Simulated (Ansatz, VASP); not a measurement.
**Ge (Germanium) in two plane-wave programs**

One calculation is typed for both programs; each brings its own data sets. How far apart do they land? Of the first pair: The structure shown is the start of the Ansatz relaxation below; VASP solves that cell, so the two are compared at the walk's first step.

Main program and level: Ansatz 0.2.0; plane waves, with VASP 6.6.1 beside it; single point at PBEsol.

**1. Starting point**

Symmetry: Imma, No. 74, orthorhombic system. The conventional cell has a = 3.853 Å, b = 4.016 Å, c = 5.738 Å, α = 90.00°, β = 90.00°, γ = 90.00°. Ge has 4 Ge at 2.42 to 2.45 Å nearest.

**2. Ansatz: relaxation, PBEsol**

Ansatz runs on its PAW soft_1 files.

The two programs are compared at the cell with which this relaxation starts, whose forces are those of its first step.

Contents of input.yaml:

```yaml
crystal:
  lattice:
    - [-0.057878341, 2.7821396511, 2.8690596956]
    - [2.7821396511, -0.057878341, 2.8690596956]
    - [2.7242613101, 2.7242613101, 0.0]
  atoms:
    - { symbol: Ge, position: [0.497930156, 0.497930156, 0.5020289938] }
    - { symbol: Ge, position: [0.752069844, 0.752069844, 0.7479710062] }
  conventional_axes: [[0, 0, 1], [1, -1, 0], [1, 1, -1]]
kpoints:
  mp_grid: { grid: [12, 12, 12], shift: [0.5, 0.5, 0.5] }
hamiltonian:
  xc: pbesol
  pseudopotentials: { kind: paw, azcp: { folder: soft_1 }, xc_functional: pbe }
scf:
  occupations: { method: gaussian, width: 0.015 }
output:
  forces: true
  stress: true
  eigenvalues: true
relax:
  adjacent_minimum: "off"
  f_tol: 0.001
  max_steps: 60
  cell: { stress_tol: 0.01, fix: [a, angles] }
```

Started as:

```sh
$ ansatz run input.yaml --threads 4 --pin off --max-ram 10240MiB --backend cpu --events-out ev --progress --plain --runs-dir out
```

Numbers of over 12 decimals in the logs are rounded to 6 here.

Output:

```text
Engine: ansatz 0.2.0, aarch64-unknown-linux-gnu
Pseudopotentials: kind: paw
Pseudopotential: Ge, paw, valence charge 14, recommended cutoff 420 eV (normal), soft_1/Ge.paw.azcp
Functional definition: PBEsol
  exchange = pbesol_x
  correlation = pbesol_c
Crystal: 2 atoms, lattice volume = 44.396 Å³
Basis set: ecut = 420 eV, 889 PW (Γ), exchange–correlation on 54×54×54 points (8 copies of the dense FFT grid, shifted against one another)
Bands: 18, of which v1, the nominal top of the filled ones, is band 14 counted from 1 (13 counted from 0)
Symmetry: 4 space group operations
Space group: C2/m (ITA 12), of the structure as read, at distance tolerance 3.5e-5 Å
k-points: 468 of 1728
Non-local potential: Ge, projectors of the file, l = 0: 2, l = 1: 2, l = 2: 3, l = 3: 1
PAW form: soft (Blöchl's): semilocal exchange-correlation on the pseudo side does not see the compensation charge
PAW frozen core: Ge, regenerated for the run's functional, and the local potential with it (the file was generated under x = pbe(κ = 0.804, μ = 0.219515), c = pbe(β = 0.066725))
PAW one-centre angular grid: Ge, 590 points (default); XC on 64 Gauss nodes
Initial density: superposition of atomic densities (chi_scale 0.1, normalization cell)
Initial wavefunctions: pseudopotential atomic-orbital guess
Functional: x = pbesol(κ = 0.804, μ = 0.123457), c = pbesol(β = 0.046)
SCF iter   1: F=—  HF=-8507.051376 eV  |F-HF|=—  |Δ(HF+E_count)|=         —  Δρ=3.61e-2  dr2=4.64e-1  ethr=3.10e-3  ⟨swp⟩=6.0  Hψ=39343  notcnv=0
preconditioner: auto → none  [insulator: Δε(μ)=0.155 eV  Ē_g=23.369 eV  σ=0.015 eV  W_gap=1.00  n_scr=14 (ndim 8)  ℏωp=29.5 eV  f_vac=0.000  D(μ)=0.00/eV (n_scr^D=0)  ε∞_Penn≈2.6]
SCF iter   2: F=—  HF=-8506.982972 eV  |F-HF|=—  |Δ(HF+E_count)|=   6.84e-2  Δρ=1.72e-2  dr2=8.61e-2  ethr=1.66e-3  ⟨swp⟩=2.0  Hψ=13920  notcnv=0
SCF iter   3: F=—  HF=-8506.976358 eV  |F-HF|=—  |Δ(HF+E_count)|=   6.61e-3  Δρ=1.82e-3  dr2=4.19e-4  ethr=3.08e-4  ⟨swp⟩=2.7  Hψ=12095  notcnv=0
SCF iter   4: F=—  HF=-8506.976494 eV  |F-HF|=—  |Δ(HF+E_count)|=   1.37e-4  Δρ=2.67e-4  dr2=3.14e-5  ethr=1.50e-6  ⟨swp⟩=2.0  Hψ=16550  notcnv=0
SCF iter   5: F=—  HF=-8506.976439 eV  |F-HF|=—  |Δ(HF+E_count)|=   5.55e-5  Δρ=1.15e-4  dr2=3.76e-6  ethr=1.12e-7  ⟨swp⟩=2.0  Hψ=14977  notcnv=0
SCF iter   6: F=—  HF=-8506.976436 eV  |F-HF|=—  |Δ(HF+E_count)|=   2.55e-6  Δρ=1.79e-5  dr2=1.22e-7  ethr=1.34e-8  ⟨swp⟩=2.0  Hψ=14976  notcnv=0
SCF iter   7: F=-8506.976436 eV  HF=-8506.976436 eV  |F-HF|=3.05e-9  |Δ(HF+E_count)|=   3.80e-9  Δρ=4.71e-6  dr2=5.63e-9  ethr=3.57e-10  ⟨swp⟩=4.5  Hψ=29684  notcnv=0
SCF 1 converged in 7 iterations: F = -8506.976436 eV  dr2 = 5.63e-9
  greatest PAW one-centre occupation: 0.998 electrons in one spin orbital (limit 2), on the Ge atom at site 1 (counted from 0), in its partial waves of l = 2
relax step   1: F+E_penalty+E_count = -8506.97643624 eV  Δ(F+E_penalty+E_count) = +0.000e0 eV  max|allowed force component| = 1.006e-1 eV/Å  Δτ_max = 0.0000 Å  P = +2.161 GPa  Ω = 44.396 Å³  fix = [a, alpha, beta, gamma]  reactions: a +5.987 GPa; beta +0.012 GPa/rad  (7 SCF iters, dr2 threshold 1.00e-7 eV, accepted)
[...]
relax step   2: F+E_penalty+E_count = -8506.97713383 eV  Δ(F+E_penalty+E_count) = -6.976e-4 eV  max|allowed force component| = 1.832e-2 eV/Å  Δτ_max = 0.0040 Å  P = +1.879 GPa  Ω = 44.556 Å³  energy of the carried Pulay correction = -2.902e-5 eV  fix = [a, alpha, beta, gamma]  reactions: a +5.512 GPa; beta +0.049 GPa/rad  (3 SCF iters, dr2 threshold 2.00e-7 eV, accepted)
[...]
relax step   3: F+E_penalty+E_count = -8506.97715516 eV  Δ(F+E_penalty+E_count) = -2.133e-5 eV  max|allowed force component| = 2.391e-3 eV/Å  Δτ_max = 0.0010 Å  P = +1.791 GPa  Ω = 44.605 Å³  energy of the carried Pulay correction = -3.786e-5 eV  fix = [a, alpha, beta, gamma]  reactions: a +5.398 GPa; beta +0.080 GPa/rad  (4 SCF iters, dr2 threshold 3.86e-8 eV, accepted)
[...]
relax step   4: F+E_penalty+E_count = -8506.97715749 eV  Δ(F+E_penalty+E_count) = -2.323e-6 eV  max|allowed force component| = 1.192e-4 eV/Å  Δτ_max = 0.0002 Å  P = +1.804 GPa  Ω = 44.598 Å³  energy of the carried Pulay correction = -3.655e-5 eV  fix = [a, alpha, beta, gamma]  reactions: a +5.412 GPa; beta +0.069 GPa/rad  (4 SCF iters, dr2 threshold 7.17e-10 eV, accepted)
[...]
relax step   5: F+E_penalty+E_count = -8506.97719477 eV  Δ(F+E_penalty+E_count) = -3.729e-5 eV  max|allowed force component| = 1.195e-4 eV/Å  Δτ_max = 0.0000 Å  P = +1.804 GPa  Ω = 44.598 Å³  fix = [a, alpha, beta, gamma]  reactions: a +5.413 GPa; beta +0.069 GPa/rad  stress off target by 4.08e-5 GPa on what of the cell is left free  SCF on the basis re-selected at this cell (its energy is not comparable with the rows above)  (5 SCF iters)
basis re-selected at this cell: Δ(F+E_penalty+E_count) = -3.729e-5 eV, ΔP = +0.000 GPa vs the last step (what re-selecting the basis moved, of the pressure what is left beyond the Pulay correction that the steps carried, after the strain that the cell walked since its last selection, with what the two solves' SCF thresholds leave and, on support functions, any second-order correction that the steps lacked; it is no m [...]
SCF converged after 5 iterations
Free energy (F): -8506.977195 eV
Harris-Foulkes:  -8506.977195 eV  (|F-HF|=1.82e-12)
Internal energy: -8506.977175 eV  (E = F + TS)
E sigma→0 (E₀):  -8506.977185 eV
Entropy (-TS):   -0.000020 eV (-0.010 meV/atom)
Fermi energy:    8.606661 eV
--- Per-component energies (eV) ---
  E_band       = -298.755213
  E_kinetic    = 186.292998
  E_local      = -4480.849565  (includes V_loc(G=0)·N_el)
  E_nonlocal   = 438.970492
  E_hartree    = 2135.517598
  E_xc         = -142.480153
  E_vxc        = -130.706871  (∫ρ·V_xc dr)
  E_paw        = -3944.873634  (= ΣΔE_a)
  E_vpaw       = -583.497465  (= ΣTr[D̂ρ^β])
  E_aug_tail   = 0.000034  (compensation charges beyond the density's cutoff)
  E_ewald      = -2701.390820
  E_core_change = 1.835876  (= ΣΔE_core)
  E_smearing   = -0.000020  (= −TS)
  E_closure    = -0.000000  (closes the sum)
  Σ components = -8506.977195   (vs F -8506.977195, Δ=0.00e0)
--- Forces (eV/Å), atoms counted from 1 ---
  atom   1  Ge    -0.00010546    -0.00010546    -0.00011953
  atom   2  Ge     0.00010546     0.00010546     0.00011953
  max |Σ_I F_I| component: 0.00e0 eV/Å
--- Stress (GPa, compression-positive) ---
        2.706289       2.706330      -0.049090
        2.706330       2.706289      -0.049090
       -0.049090      -0.049090      -0.000039
  P = ⅓ Tr σ = 1.8042 GPa (18.042 kbar)
--- Band table (eV; the first three rows and the last of 468) ---
  k-point 0: bands = [... 10 lower, -4.2727, 7.9466, 8.4492, 8.5719, 9.2435, 10.9567, 11.3445, 11.4706]
  k-point 1: bands = [... 10 lower, -4.1494, 6.9045, 8.0021, 8.3933, 9.6035, 11.0865, 11.3207, 12.4112]
  k-point 2: bands = [... 10 lower, -3.8516, 5.2767, 7.5833, 8.0892, 9.4844, 11.5565, 11.8113, 13.4545]
  k-point 467: bands = [... 10 lower, -1.9898, 0.9842, 6.2998, 6.9320, 9.3032, 12.1205, 12.4611, 15.8199]
--- Relaxed structure (4 steps of the walk, 4 accepted, 1 SCFs on fresh bases) ---
  F+E_penalty+E_count = -8506.97719477 eV   max|allowed force component| = 1.195e-4 eV/Å   (the final SCF, on the basis selected at the relaxed cell)
  cell:  # Å, volume = 44.5979 Å³
    - [-0.059205, 2.783466, 2.879448]
    - [2.783466, -0.059205, 2.879448]
    - [2.724261, 2.724261, 0.0]
  atoms:
    - { symbol: Ge, position: [0.497098, 0.497098, 0.502786] }
    - { symbol: Ge, position: [0.752902, 0.752902, 0.747214] }
```

[end of part 1 of 4]

[Lines on the potential files, build, host, timing and source positions are cut from VASP's logs without a mark.]

[Logs are printed without paths, hosts, clocks, repeated set-up lines and the standing remarks that a program may print on its own settings, such as how far it seeks lower states.]

[Hosts, paths, dates, database ids (printed as entryN), source tags and the programs' standing remarks are cut or masked in the printed files.]
